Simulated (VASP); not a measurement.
Output of a VASP run:

### OSZICAR
```
       N       E                     dE             d eps       ncg     rms          rms(c)
DAV:   1     0.290260062898E+03    0.29026E+03   -0.20481E+04  1416   0.341E+03
DAV:   2     0.683452614073E+01   -0.28343E+03   -0.27578E+03  1428   0.570E+02
DAV:   3    -0.306121723581E+02   -0.37447E+02   -0.37013E+02  1548   0.161E+02
DAV:   4    -0.320318846714E+02   -0.14197E+01   -0.14148E+01  1760   0.333E+01
DAV:   5    -0.320590262063E+02   -0.27142E-01   -0.27116E-01  1500   0.412E+00    0.107E+01
DAV:   6    -0.279244356625E+02    0.41346E+01   -0.15598E+01  2402   0.601E+01    0.316E+00
DAV:   7    -0.279722665187E+02   -0.47831E-01   -0.15546E+00  1458   0.100E+01    0.256E+00
DAV:   8    -0.279348415831E+02    0.37425E-01   -0.32865E-01  2266   0.768E+00    0.969E-01
DAV:   9    -0.279109587048E+02    0.23883E-01   -0.11870E-01  2302   0.566E+00    0.292E-01
DAV:  10    -0.279120557662E+02   -0.10971E-02   -0.55102E-03  1734   0.901E-01    0.122E-01
DAV:  11    -0.279115234232E+02    0.53234E-03   -0.25931E-03  2096   0.947E-01    0.180E-02
DAV:  12    -0.279115523260E+02   -0.28903E-04   -0.28614E-04  1454   0.124E-01    0.188E-02
DAV:  13    -0.279115519350E+02    0.39096E-06   -0.83488E-05  2154   0.137E-01    0.218E-02
DAV:  14    -0.279115476014E+02    0.43336E-05   -0.19538E-05  2042   0.586E-02    0.520E-03
DAV:  15    -0.279115476163E+02   -0.14888E-07   -0.18712E-06  1196   0.110E-02
   1 F= -.27911548E+02 E0= -.27911548E+02  d E =-.279115E+02
```

File OUTCAR:
```
------------------------ aborting loop because EDIFF is reached ----------------------------------------
  FORCE on cell =-STRESS in cart. coord.  units (eV):
  Direction    XX          YY          ZZ          XY          YZ          ZX
  --------------------------------------------------------------------------------------
  Total       -0.0737770     -0.0737770     -0.0072913      0.0000000      0.0000000     -0.0000000
  in kB       -2.6586935     -2.6586934     -0.2627572      0.0000000      0.0000000     -0.0000000
  external PRESSURE =      -1.8600480 kB  Pullay stress =       0.0000000 kB
  volume of cell :       44.46
      direct lattice vectors                 reciprocal lattice vectors
     1.579625810 -2.735992123  0.000000000     0.316530660 -0.182749064  0.000000000
     1.579625810  2.735992123  0.000000000     0.316530660  0.182749064  0.000000000
     0.000000000  0.000000000  5.143564216     0.000000000  0.000000000  0.194417715
  FREE ENERGIE OF THE ION-ELECTRON SYSTEM (eV)
  ---------------------------------------------------
  free  energy   TOTEN  =       -27.9115476163 eV

  energy  without entropy=      -27.9115476163  energy(sigma->0) =      -27.91154762

 reached required accuracy - stopping structural energy minimisation
```
(Selected blocks of OUTCAR.)

POSCAR:
```
GaN
1
    1.5796258099    -2.7359921227     0.0000000000
    1.5796258099     2.7359921227     0.0000000000
    0.0000000000     0.0000000000     5.1435642164
Ga N
2 2
Direct
  0.6666670000   0.3333330000   0.5000507569
  0.3333330000   0.6666670000   0.0000507569
  0.6666670000   0.3333330000   0.8769492431
  0.3333330000   0.6666670000   0.3769492431
```

Question: Write an INCAR and KPOINTS that could have produced this output.

Answer: Several could match; the one computed here: the input of the run itself, LDA (Ceperley-Alder, Perdew-Zunger), plane waves, VASP's LDA PAW potentials (set 64).

**INCAR**
```
SYSTEM  =  GaN
PREC  =  Accurate; ENCUT  =  620; LREAL  =  .FALSE.
LASPH  =  .TRUE.
EDIFF  =  1E-6; NELM  =  100; ALGO  =  Normal
LMAXMIX  =  4
ISMEAR  =  0; SIGMA  =  0.05
IBRION  =  2; NSW  =  40; ISIF  =  3
EDIFFG  =  -0.02
LWAVE  =  .FALSE.; LCHARG  =  .FALSE.
```

### KPOINTS
```
K-points
0
G
 8 8 5
0 0 0
```

POTCAR, in this order: Ga_d N (LDA.64 set). Program: vasp_std.

The compound is GaN in the wurtzite structure. It was relaxed first.
